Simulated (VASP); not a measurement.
Energy against volume of LiH (rock salt). Method: RPBE GGA, VASP's PBE PAW potentials (set 64) (plane waves; VASP 6.6.1).

| V (Å³/atom) | E (eV/atom) |
|---|---|
| 7.832 | -3.00576 |
| 8.082 | -3.00875 |
| 8.332 | -3.00993 |
| 8.582 | -3.00945 |
| 8.832 | -3.00757 |

Q: Fit a third-order Birch-Murnaghan equation of state.

A: 
The volume per atom comes out as 8.38 Å^3/atom, the bulk modulus is 33.9 GPa and the pressure derivative of the bulk modulus is 3.24. The lattice constant a is 4.063 Å.

The compound is LiH in the rock salt structure. It was relaxed first.
